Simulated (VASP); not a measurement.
Input:

```
CELL_PARAMETERS angstrom
      3.02526     0.00000     0.00000
     -1.51263     2.61995     0.00000
      0.00000     0.00000     2.61861
ATOMIC_POSITIONS crystal
  B  0.00000 0.00000 0.00000
  P  0.66667 0.33333 0.50000
```

Level of theory: r2SCAN meta-GGA, VASP's PBE PAW potentials (set 64) (plane waves; VASP). Run with 520 eV cut-off, 15×15×15 Γ-centred mesh, tetrahedra with Blöchl corrections, potentials B P.

Task: The job: BP (relaxed from the WC structure, space group P-6m2), 2 atoms, r2SCAN, static run, 520 eV, 15×15×15 Γ-centred mesh. Roughly how much core time does it take on a busy server core?

Result: About 4 core-minutes (one run on a shared machine, a rough figure). It had 216 irreducible k-points, 8 bands, up to 573 plane waves and 18 electronic steps.

The structure was generated: BP was put into the WC type (P-6m2), which need not be its known phase. It was relaxed first, which changed the volume by +8 %.
